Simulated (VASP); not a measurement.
Data:

```yaml
crystal:
  lattice:
    - [2.19599, -3.80356, 0.00000]
    - [2.19599, 3.80356, 0.00000]
    - [0.00000, 0.00000, 7.16272]
  atoms:
    - { symbol: Cd, position: [0.66667, 0.33333, 0.50003] }
    - { symbol: Cd, position: [0.33333, 0.66667, 0.00003] }
    - { symbol: Se, position: [0.66667, 0.33333, 0.87597] }
    - { symbol: Se, position: [0.33333, 0.66667, 0.37597] }
```

All values below come from PBE GGA, VASP's PBE PAW potentials (set 64) (plane waves; VASP). Numerical set-up: 520 eV cut-off, 8×8×4 Γ-centred mesh, tetrahedra with Blöchl corrections, potentials Cd Se.

**Question.** Predict the energy per atom (σ→0).

**Answer.** 
```json
{
 "energy per atom (σ→0)": "-2.749 eV/atom"
}
```

Only differences to runs with the same potentials and settings are physical.

The compound is CdSe in the wurtzite structure. It was relaxed first, which changed the volume by +7 %.
